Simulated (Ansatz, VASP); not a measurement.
# Cross-check of SiNi between VASP and Ansatz

Aim: how closely do two programs agree when they are given the same cell, functional and k mesh? The structure shown is the start of the Ansatz relaxation below; VASP solves that cell, so the two are compared at the walk's first step.

Method: plane waves, with VASP 6.6.1 beside it; single point at LDA, in Ansatz 0.2.0.

## 1. The structure

Symmetry: Pnma, No. 62, orthorhombic system. Conventional cell: a = 4.896 Å, b = 3.286 Å, c = 5.267 Å, α = 90.00°, β = 90.00°, γ = 90.00°. Si has 6 Ni at 2.20 to 2.30 Å nearest. Nearest to Ni lie 6 Si at 2.20 to 2.30 Å. Farther neighbours are not listed.

## 2. Ansatz: relaxation, LDA

Ansatz runs on its PAW soft_1 files.

The two programs are compared at the cell with which this relaxation starts, whose forces are those of its first step.

The input, input.yaml:

```yaml
crystal:
  lattice:
    - [4.8964098229, 0.0, 0.0]
    - [0.0, 3.286395191, 0.0]
    - [0.0, 0.0, 5.267443465]
  atoms:
    - { symbol: Si, position: [0.3238377931, 0.75, 0.091558765] }
    - { symbol: Si, position: [0.1761622069, 0.25, 0.591558765] }
    - { symbol: Si, position: [0.8238377931, 0.75, 0.408441235] }
    - { symbol: Si, position: [0.6761622069, 0.25, 0.908441235] }
    - { symbol: Ni, position: [0.01216289, 0.25, 0.1845512382] }
    - { symbol: Ni, position: [0.48783711, 0.75, 0.6845512382] }
    - { symbol: Ni, position: [0.51216289, 0.25, 0.3154487618] }
    - { symbol: Ni, position: [0.98783711, 0.75, 0.8154487618] }
kpoints:
  mp_grid: { grid: [8, 12, 8] }
hamiltonian:
  xc: lda
  pseudopotentials: { kind: paw, azcp: { folder: soft_1 }, xc_functional: pbe }
scf:
  occupations: { method: methfessel_paxton, width: 0.2 }
output:
  forces: true
  stress: true
  eigenvalues: true
relax:
  adjacent_minimum: "off"
  f_tol: 0.001
  max_steps: 60
  cell: { stress_tol: 0.01, fix: [volume] }
```

Started as:

```sh
ansatz run input.yaml --threads 8 --pin off --max-ram 16384MiB --backend cpu --events-out ev --progress --plain --runs-dir out
```

Numbers of over 12 decimals in the logs are rounded to 6 here.

Log:

```text
Engine: ansatz 0.2.0, aarch64-unknown-linux-gnu
Pseudopotentials: kind: paw
Pseudopotential: Si, paw, valence charge 4, recommended cutoff 420 eV (normal), soft_1/Si.paw.azcp
Pseudopotential: Ni, paw, valence charge 18, recommended cutoff 420 eV (normal), soft_1/Ni.paw.azcp
Functional definition: SPW92
  exchange = slater_x
  correlation = pw_c
Crystal: 8 atoms, lattice volume = 84.761 Å³
Basis set: ecut = 420 eV, 1659 PW (Γ)
Bands: 53, of which v1, the nominal top of the filled ones, is band 44 counted from 1 (43 counted from 0)
Symmetry: 8 space group operations
Space group: Pnma (ITA 62), of the structure as read, at distance tolerance 4.4e-5 Å
k-points: 175 of 768
Non-local potential: Si, projectors of the file, l = 0: 2, l = 1: 2, l = 2: 1
Non-local potential: Ni, projectors of the file, l = 0: 3, l = 1: 2, l = 2: 3, l = 3: 1
PAW form: soft (Blöchl's): semilocal exchange-correlation on the pseudo side does not see the compensation charge
PAW frozen core: Si, regenerated for the run's functional, and the local potential with it (the file was generated under x = pbe(κ = 0.804, μ = 0.219515), c = pbe(β = 0.066725))
PAW frozen core: Ni, regenerated for the run's functional, and the local potential with it (the file was generated under x = pbe(κ = 0.804, μ = 0.219515), c = pbe(β = 0.066725))
PAW one-centre angular grid: Si, 110 points (default); XC on 64 Gauss nodes
PAW one-centre angular grid: Ni, 590 points (default); XC on 64 Gauss nodes
Initial density: superposition of atomic densities (chi_scale 0.1, normalization cell, long waves kept (reshape's long-wave potential 0.00 eV rms))
Initial wavefunctions: pseudopotential atomic-orbital guess
Functional: x = slater, c = lda
SCF iter   1: F=—  HF=-25534.133553 eV  |F-HF|=—  |Δ(HF+E_count)|=         —  Δρ=6.47e-2  dr2=4.83e0  ethr=3.10e-3  ⟨swp⟩=7.3  Hψ=37162  notcnv=0
preconditioner: auto → Kerker (q_TF=auto, 2.745 Å⁻¹)  [metal: Δε(μ)=0.042 eV  Ē_g=8.359 eV  σ=0.200 eV  W_gap=0.17  n_scr=34 (ndim 8)  ℏωp=30.2 eV  f_vac=0.000  D(μ)=1.42/eV (n_scr^D=4)]
SCF iter   2: F=—  HF=-25533.260977 eV  |F-HF|=—  |Δ(HF+E_count)|=   8.73e-1  S|Δr|=    0.00e0  Δρ=3.62e-2  dr2=1.74e0  ethr=3.10e-3  ⟨swp⟩=2.0  Hψ=11740  notcnv=0  defer=432
SCF iter   3: F=—  HF=-25532.685557 eV  |F-HF|=—  |Δ(HF+E_count)|=   5.75e-1  S|Δr|=    0.00e0  Δρ=1.91e-2  dr2=2.96e-1  ethr=1.98e-3  ⟨swp⟩=2.0  Hψ=14873  notcnv=0  defer=432
SCF iter   4: F=—  HF=-25532.632874 eV  |F-HF|=—  |Δ(HF+E_count)|=   5.27e-2  S|Δr|=    0.00e0  Δρ=4.69e-3  dr2=1.01e-2  ethr=3.36e-4  ⟨swp⟩=2.4  Hψ=14529  notcnv=0  defer=430
SCF iter   5: F=—  HF=-25532.634410 eV  |F-HF|=—  |Δ(HF+E_count)|=   1.54e-3  S|Δr|=    0.00e0  Δρ=1.09e-3  dr2=8.06e-4  ethr=1.15e-5  ⟨swp⟩=2.0  Hψ=17208  notcnv=0  defer=415
SCF iter   6: F=—  HF=-25532.634379 eV  |F-HF|=—  |Δ(HF+E_count)|=   3.11e-5  S|Δr|=    0.00e0  Δρ=3.19e-4  dr2=7.63e-5  ethr=9.16e-7  ⟨swp⟩=2.1  Hψ=13039  notcnv=0  defer=415
SCF iter   7: F=—  HF=-25532.634385 eV  |F-HF|=—  |Δ(HF+E_count)|=   5.37e-6  S|Δr|=    0.00e0  Δρ=8.58e-5  dr2=6.23e-6  ethr=8.66e-8  ⟨swp⟩=2.7  Hψ=16417  notcnv=0  defer=415
SCF iter   8: F=—  HF=-25532.634383 eV  |F-HF|=—  |Δ(HF+E_count)|=   1.30e-6  S|Δr|=    0.00e0  Δρ=1.88e-5  dr2=2.56e-7  ethr=7.08e-9  ⟨swp⟩=2.2  Hψ=13530  notcnv=0  defer=415
SCF iter   9: F=-25532.634383 eV  HF=-25532.634383 eV  |F-HF|=6.58e-9  |Δ(HF+E_count)|=   9.36e-8  S|Δr|=    0.00e0  Δρ=3.42e-6  dr2=7.21e-9  ethr=1.14e-10  ⟨swp⟩=10.5  Hψ=41950  notcnv=0
SCF 1 converged in 9 iterations: F = -25532.634383 eV  dr2 = 7.21e-9
  greatest PAW one-centre occupation: 1.001 electrons in one spin orbital (limit 2), on the Ni atom at site 6 (counted from 0), in its partial waves of l = 1
relax step   1: F+E_penalty+E_count = -25532.63438326 eV  Δ(F+E_penalty+E_count) = +0.000e0 eV  max|allowed force component| = 5.179e-2 eV/Å  Δτ_max = 0.0000 Å  P = +19.595 GPa  Ω = 84.761 Å³  fix = [volume]  reactions: volume +19.595 GPa  (9 SCF iters, dr2 threshold 1.00e-7 eV, accepted)
[...]
relax step   9: F+E_penalty+E_count = -25532.63764504 eV  Δ(F+E_penalty+E_count) = -8.318e-7 eV  max|allowed force component| = 2.582e-5 eV/Å  Δτ_max = 0.0002 Å  P = +18.989 GPa  Ω = 84.761 Å³  energy of the carried Pulay correction = +1.605e-7 eV  fix = [volume]  reactions: volume +18.989 GPa  (5 SCF iters, dr2 threshold 2.94e-10 eV, accepted)
[...]
relax step  10: F+E_penalty+E_count = -25532.63764652 eV  Δ(F+E_penalty+E_count) = -1.484e-6 eV  max|allowed force component| = 2.625e-5 eV/Å  Δτ_max = 0.0000 Å  P = +18.989 GPa  Ω = 84.761 Å³  fix = [volume]  reactions: volume +18.989 GPa  stress off target by 6.36e-4 GPa on what of the cell is left free  SCF on the basis re-selected at this cell (its energy is not comparable with the rows above)  (10 SCF iters)
basis re-selected at this cell: Δ(F+E_penalty+E_count) = -1.484e-6 eV, ΔP = -0.000 GPa vs the last step (what re-selecting the basis moved, of the pressure what is left beyond the Pulay correction that the steps carried, after the strain that the cell walked since its last selection, with what the two solves' SCF thresholds leave and, on support functions, any second-order correction that the steps lacked; it is no m [...]
SCF converged after 10 iterations
Stability not checked: this state was not tested for a lower state beside it, because cold or Methfessel-Paxton smearing, or corrected tetrahedra, fill the levels in a way that the test cannot read (fill_not_monotonic; see scf.lower_state_search)
Free energy (F): -25532.637647 eV
Harris-Foulkes:  -25532.637647 eV  (|F-HF|=3.64e-12)
Internal energy: -25532.637354 eV  (E = F + TS)
E sigma→0 (E₀):  -25532.637573 eV
Entropy (-TS):   -0.000292 eV (-0.037 meV/atom)
Fermi energy:    16.961925 eV
Step filling:    the computed levels leave a gap of 0.0254 eV = 0.1 smearing widths at the electron count; against every level under it full and every level over it empty, smearing changes F+E_penalty+E_count by -0.085 meV and its σ→0 estimate by -0.012 meV
--- Per-component energies (eV) ---
  E_band       = -1136.008521
  E_kinetic    = 1572.150911
  E_local      = -14354.103097  (includes V_loc(G=0)·N_el)
  E_nonlocal   = -361.880528
  E_hartree    = 7605.707153
  E_xc         = -694.294341
  E_vxc        = -802.381434  (∫ρ·V_xc dr)
  E_paw        = -8299.180285  (= ΣΔE_a)
  E_vpaw       = -2401.211845  (= ΣTr[D̂ρ^β])
  E_aug_tail   = 0.003208  (compensation charges beyond the density's cutoff)
  E_ewald      = -11003.114184
  E_core_change = 2.073808  (= ΣΔE_core)
  E_smearing   = -0.000292  (= −TS)
  E_closure    = -0.000000  (closes the sum)
  Σ components = -25532.637647   (vs F -25532.637647, Δ=0.00e0)
--- Forces (eV/Å), atoms counted from 1 ---
  atom   1  Si     0.00001001    -0.00000000     0.00002625
  atom   2  Si    -0.00001001    -0.00000000     0.00002625
  atom   3  Si     0.00001001    -0.00000000    -0.00002625
  atom   4  Si    -0.00001001    -0.00000000    -0.00002625
  atom   5  Ni    -0.00000348     0.00000000     0.00002018
  atom   6  Ni     0.00000348     0.00000000     0.00002018
  atom   7  Ni    -0.00000348     0.00000000    -0.00002018
  atom   8  Ni     0.00000348     0.00000000    -0.00002018
  max |Σ_I F_I| component: 2.08e-17 eV/Å
--- Stress (GPa, compression-positive) ---
       18.988863       0.000000       0.000000
        0.000000      18.989544       0.000000
        0.000000       0.000000      18.988318
  P = ⅓ Tr σ = 18.9889 GPa (189.889 kbar)
--- Band table (eV; the first three rows and the last of 175) ---
  k-point 0: bands = [... 40 lower, 14.9901, 15.2793, 15.7341, 16.0942, 17.7530, 18.8152, 20.2250, 20.7383, ... 5 higher]
  k-point 1: bands = [... 40 lower, 15.3923, 15.4019, 15.7168, 15.9958, 17.9499, 19.0389, 19.9222, 20.8653, ... 5 higher]
  k-point 2: bands = [... 40 lower, 15.5357, 15.5631, 15.9733, 16.0570, 18.3163, 19.2258, 19.5835, 21.0096, ... 5 higher]
  k-point 174: bands = [... 40 lower, 14.7148, 14.7148, 14.7148, 14.7148, 20.1272, 20.1272, 20.1272, 20.1272, ... 5 higher]
--- Relaxed structure (8 steps of the walk, 8 accepted, 2 SCFs on fresh bases) ---
  F+E_penalty+E_count = -25532.63764652 eV   max|allowed force component| = 2.625e-5 eV/Å   (the final SCF, on the basis selected at the relaxed cell)
  cell:  # Å, volume = 84.7613 Å³
    - [4.886914, 0.0, 0.0]
    - [0.0, 3.314765, 0.0]
    - [0.0, 0.0, 5.232508]
  atoms:
    - { symbol: Si, position: [0.325407, 0.750000, 0.094286] }
    - { symbol: Si, position: [0.174593, 0.250000, 0.594286] }
    - { symbol: Si, position: [0.825407, 0.750000, 0.405714] }
    - { symbol: Si, position: [0.674593, 0.250000, 0.905714] }
    - { symbol: Ni, position: [0.013523, 0.250000, 0.183273] }
    - { symbol: Ni, position: [0.486477, 0.750000, 0.683273] }
    - { symbol: Ni, position: [0.513523, 0.250000, 0.316727] }
    - { symbol: Ni, position: [0.986477, 0.750000, 0.816727] }
```

## 3. VASP: single point, LDA, start cell, pair 1

The same cell, functional (in two slightly different forms), mesh and smearing now go to VASP, with its own data sets.

Lines of VASP's logs that name or quote its potential files are left out, and so is its time.

The input, INCAR:

```
SYSTEM = SiNi
PREC = Accurate
ENCUT = 520
EDIFF = 1E-06
NELM = 120
ISMEAR = 1
SIGMA = 0.2
LREAL = .FALSE.
ALGO = Normal
GGA = CA
NBANDS = 36
LASPH = .TRUE.
LORBIT = 11
LWAVE = .FALSE.
LCHARG = .FALSE.
ISIF = 2
GGA_COMPAT = .FALSE.
KPAR = 2
```

The input, POSCAR:

```
SiNi
1.0
    4.8964100000      0.0000000000      0.0000000000
    0.0000000000      3.2863950000      0.0000000000
    0.0000000000      0.0000000000      5.2674430000
Si Ni
4 4
Direct
    0.3238378731      0.7499999239      0.0915588455
    0.1761621269      0.2500000761      0.5915587506
    0.8238376688      0.7499999239      0.4084412494
    0.6761621269      0.2500000761      0.9084413443
    0.0121627887      0.2500000761      0.1845512139
    0.4878370071      0.7499999239      0.6845513089
    0.5121627887      0.2500000761      0.3154488810
    0.9878370071      0.7499999239      0.8154487861
```

The input, KPOINTS:

```
Automatic mesh
0
Gamma
8 12 8
0 0 0
```

The projector-augmented-wave data sets are Si and Ni (LDA family, release 64).

Started as:

```sh
mpirun -np 2 vasp_std
```

Log:

```text
[banner, memory and clock lines left out]
running    2 mpi-ranks, on    1 nodes
 distrk:  each k-point on    1 cores,    2 groups
 distr:  one band on    1 cores,    1 groups

 POSCAR found type information on POSCAR SiNi
 POSCAR found :  2 types and       8 ions
 LDA part: xc-table for (Slater(with rela. corr.)+CA(PZ))
 , standard interpolation
 POSCAR, INCAR and KPOINTS ok, starting setup
 FFT: planning ... GRIDC
 FFT: planning ... GRID_SOFT
 FFT: planning ... GRID
 WAVECAR not read
 entering main loop
       N       E                     dE             d eps       ncg     rms          rms(c)
DAV:   1     0.381886948884E+03    0.38189E+03   -0.24659E+04 12600   0.191E+03
DAV:   2    -0.268831099547E+02   -0.40877E+03   -0.39497E+03 12612   0.394E+02
DAV:   3    -0.606382335421E+02   -0.33755E+02   -0.32776E+02 13632   0.136E+02
DAV:   4    -0.619073650842E+02   -0.12691E+01   -0.12593E+01 15472   0.244E+01
DAV:   5    -0.619478732576E+02   -0.40508E-01   -0.40480E-01 15588   0.420E+00    0.307E+01
DAV:   6    -0.673693522147E+02   -0.54215E+01   -0.13898E+02 14516   0.176E+02    0.312E+01
DAV:   7    -0.545350514024E+02    0.12834E+02   -0.45070E+01 14580   0.112E+02    0.686E+00
DAV:   8    -0.548290559006E+02   -0.29400E+00   -0.57530E+00 18160   0.161E+01    0.447E+00
DAV:   9    -0.546440019112E+02    0.18505E+00   -0.67377E-01 14504   0.122E+01    0.790E-01
DAV:  10    -0.546428111911E+02    0.11907E-02   -0.40994E-02 14280   0.179E+00    0.453E-01
DAV:  11    -0.546410884710E+02    0.17227E-02   -0.48262E-03 19544   0.878E-01    0.146E-01
DAV:  12    -0.546409855419E+02    0.10293E-03   -0.36969E-04 14620   0.136E-01    0.794E-02
DAV:  13    -0.546409545055E+02    0.31036E-04   -0.59357E-05 19516   0.718E-02    0.370E-02
DAV:  14    -0.546409522979E+02    0.22076E-05   -0.19234E-05 15304   0.231E-02    0.788E-03
DAV:  15    -0.546409518755E+02    0.42235E-06   -0.24828E-06  8220   0.245E-02
   1 F= -.54640952E+02 E0= -.54640821E+02  d E =-.393426E-03
```

OUTCAR, selected parts (step 3):

```text
ion  position               nearest neighbor table
   1  0.324  0.750  0.092-   8 2.20   7 2.22   7 2.22   6 2.29   5 2.30   5 2.30   4 2.57   4 2.57
                             3 2.96   3 2.96
   2  0.176  0.250  0.592-   7 2.20   8 2.22   8 2.22   5 2.29   6 2.30   6 2.30   3 2.57   3 2.57
                             4 2.96   4 2.96
   3  0.824  0.750  0.408-   6 2.20   5 2.22   5 2.22   8 2.29   7 2.30   7 2.30   2 2.57   2 2.57
                             1 2.96   1 2.96
   4  0.676  0.250  0.908-   5 2.20   6 2.22   6 2.22   7 2.29   8 2.30   8 2.30   1 2.57   1 2.57
                             2 2.96   2 2.96
   5  0.012  0.250  0.185-   4 2.20   3 2.22   3 2.22   2 2.29   1 2.30   1 2.30   7 2.54   7 2.54
                             8 2.55   8 2.55
   6  0.488  0.750  0.685-   3 2.20   4 2.22   4 2.22   1 2.29   2 2.30   2 2.30   8 2.54   8 2.54
                             7 2.55   7 2.55
   7  0.512  0.250  0.315-   2 2.20   1 2.22   1 2.22   4 2.29   3 2.30   3 2.30   5 2.54   5 2.54
                             6 2.55   6 2.55
   8  0.988  0.750  0.815-   1 2.20   2 2.22   2 2.22   3 2.29   4 2.30   4 2.30   6 2.54   6 2.54
                             5 2.55   5 2.55

  LATTYP: Found a simple orthorhombic cell.
 ALAT       =     3.2863950000
 B/A-ratio  =     1.4899030701
 C/A-ratio  =     1.6028027672

 Subroutine GETGRP returns: Found  8 space group operations
 (whereof  2 operations were pure point group operations)

The static configuration has the point symmetry S_2 .
 The point group associated with its full space group is D_2h.

 Found    175 irreducible k-points:

   k-points           NKPTS =    175   k-points in BZ     NKDIM =    175   number of bands    NBANDS=     36

   dimension x,y,z NGX =    36 NGY =   24 NGZ =   40
   dimension x,y,z NGXF=    72 NGYF=   48 NGZF=   80

   ENCUT  =  520.0 eV  38.22 Ry    6.18 a.u.   9.10  6.11  9.79*2*pi/ulx,y,z

   NELECT =      56.0000    total number of electrons

 k-points in reciprocal lattice and weights: Automatic mesh
   0.00000000  0.00000000  0.00000000       0.001
   0.12500000  0.00000000  0.00000000       0.003
   0.25000000  0.00000000  0.00000000       0.003
   0.37500000  0.00000000  0.00000000       0.003
   0.50000000  0.00000000  0.00000000       0.001
   0.00000000  0.08333333  0.00000000       0.003
   0.12500000  0.08333333  0.00000000       0.005
   0.25000000  0.08333333  0.00000000       0.005
   0.37500000  0.08333333  0.00000000       0.005
[...]
0.37500000  0.50000000  0.50000000       0.003
   0.50000000  0.50000000  0.50000000       0.001

 average (electrostatic) potential at core
       1 -78.8979       2 -78.8979       3 -78.8979       4 -78.8979       5 -79.8864
       6 -79.8864       7 -79.8864       8 -79.8864

 E-fermi :  12.4056

 k-point     1 :       0.0000    0.0000    0.0000
  band No.  band energies     occupation
    ...
     24      10.0183      2.00000
     25      10.5877      2.00000
     26      10.6229      2.00000
     27      11.1341      2.00000
     28      11.4468      2.00000
     29      13.1689     -0.00000
     30      14.2119     -0.00000
     31      15.7708     -0.00000
     32      16.3156     -0.00000
     33      16.4330      0.00000
    ...

 k-point     2 :       0.1250    0.0000    0.0000
  band No.  band energies     occupation
    ...
     24      10.0333      2.00000
     25      10.5117      2.00000
     26      10.9164      2.00000
     27      11.0751      2.00000
     28      11.3951      2.00000
     29      13.6915     -0.00000
     30      14.4202     -0.00000
     31      15.5619     -0.00000
     32      16.4333      0.00000
     33      16.4442      0.00000
    ...

 k-point     3 :       0.2500    0.0000    0.0000
  band No.  band energies     occupation
    ...
     24      10.0463      2.00000
     25      10.3505      2.00000
     26      10.7478      2.00000
     27      11.5450      2.00000
     28      11.7638      2.00006
     29      14.8545     -0.00000
     30      14.8669     -0.00000
     31      14.9475     -0.00000
     32      16.4409      0.00000
     33      16.7509      0.00000
    ...

  Total       10.6260387     10.5945671     10.4951248     -0.0000000      0.0000000      0.0000000
  in kB      200.8559004    200.2610158    198.3813354     -0.0000000      0.0000000      0.0000000
  external PRESSURE =     199.8327505 kB  Pullay stress =       0.0000000 kB

  energy-cutoff  :      520.00
  volume of cell :       84.76
      direct lattice vectors                 reciprocal lattice vectors
     4.896410000  0.000000000  0.000000000     0.204231263  0.000000000  0.000000000
     0.000000000  3.286395000  0.000000000     0.000000000  0.304284786  0.000000000
     0.000000000  0.000000000  5.267443000     0.000000000  0.000000000  0.189845434

 POSITION                                       TOTAL-FORCE (eV/Angst)
 -----------------------------------------------------------------------------------
      1.58564      2.46480      0.48228         0.042399      0.000000      0.032272
      0.86256      0.82160      3.11600        -0.042399     -0.000000      0.032272
      4.03385      2.46480      2.15144         0.042399      0.000000     -0.032272
      3.31077      0.82160      4.78516        -0.042399      0.000000     -0.032272
      0.05955      0.82160      0.97211         0.060569      0.000000     -0.068491
      2.38865      2.46480      3.60584        -0.060569     -0.000000     -0.068491
      2.50776      0.82160      1.66161         0.060569      0.000000      0.068491
      4.83685      2.46480      4.29533        -0.060569     -0.000000      0.068491
 -----------------------------------------------------------------------------------
    total drift:                                0.000153      0.000010      0.000048

  FREE ENERGIE OF THE ION-ELECTRON SYSTEM (eV)
  ---------------------------------------------------
  free  energy   TOTEN  =       -54.6409518755 eV

  energy  without entropy=      -54.6405584499  energy(sigma->0) =      -54.64082073

 total charge
# of ion       s       p       d       tot
------------------------------------------
    1        0.766   0.939   0.000   1.705
    2        0.766   0.939   0.000   1.705
    3        0.766   0.939   0.000   1.705
    4        0.766   0.939   0.000   1.705
    5        0.569   0.805   8.555   9.928
    6        0.569   0.805   8.555   9.928
    7        0.569   0.805   8.555   9.928
    8        0.569   0.805   8.555   9.928
--------------------------------------------------
tot          5.340   6.973  34.221  46.534

[... 3 further parts left out ...]
```

This run has no spin polarisation, so a moment on Ni, if there is one, isn't seen.

## 4. Differences

Known differences besides the potentials themselves: the two LDA forms differ slightly; the data sets hold 88 valence electrons in Ansatz (on its PAW soft_1 files) and 56 in VASP; the cutoff is 420 eV in Ansatz and 520 eV in VASP; VASP's log shows a relativistic correction to its local exchange, Ansatz's none. Total energies have different zeros and are not compared.

Forces (eV/Å; atoms numbered as in POSCAR):

```csv
atom,"Ansatz x, y, z","VASP x, y, z"
Si1,"0.043, 0.000, 0.027","0.042, 0.000, 0.032"
Si2,"-0.043, 0.000, 0.027","-0.042, 0.000, 0.032"
Si3,"0.043, 0.000, -0.027","0.042, 0.000, -0.032"
Si4,"-0.043, 0.000, -0.027","-0.042, 0.000, -0.032"
Ni5,"0.043, 0.000, -0.052","0.061, 0.000, -0.068"
Ni6,"-0.043, 0.000, -0.052","-0.061, 0.000, -0.068"
Ni7,"0.043, 0.000, 0.052","0.061, 0.000, 0.068"
Ni8,"-0.043, 0.000, 0.052","-0.061, 0.000, 0.068"
```

The forces differ by 10 meV/Å r.m.s., which is 23.6 % of the r.m.s. force of 0.043 eV/Å (both taken over all components).

## 5. What the set-up changes

Further runs change the set-up of one program: Ansatz's method, potentials or start, or VASP's data sets, cutoff or form of LDA. The table gives that difference for each run.

| run | r.m.s. force difference (meV/Å) |
| --- | --- |
| as above | 10 |
| VASP with a cutoff of 600 eV (perhaps on Ansatz's relaxed cell) | 10 |

(Part 1 of 2 ends here.)

[Lines on the potential files, build, host, timing and source positions are cut from VASP's logs without a mark.]

[Logs are printed without paths, hosts, clocks, repeated set-up lines and the standing remarks that a program may print on its own settings, such as how far it seeks lower states.]

[Hosts, paths, dates, database ids (printed as entryN), source tags and the programs' standing remarks are cut or masked in the printed files.]

[Rows of further runs with another cutoff or data set may stand on the cell that Ansatz relaxed, not on the start cell of the pair above them.]
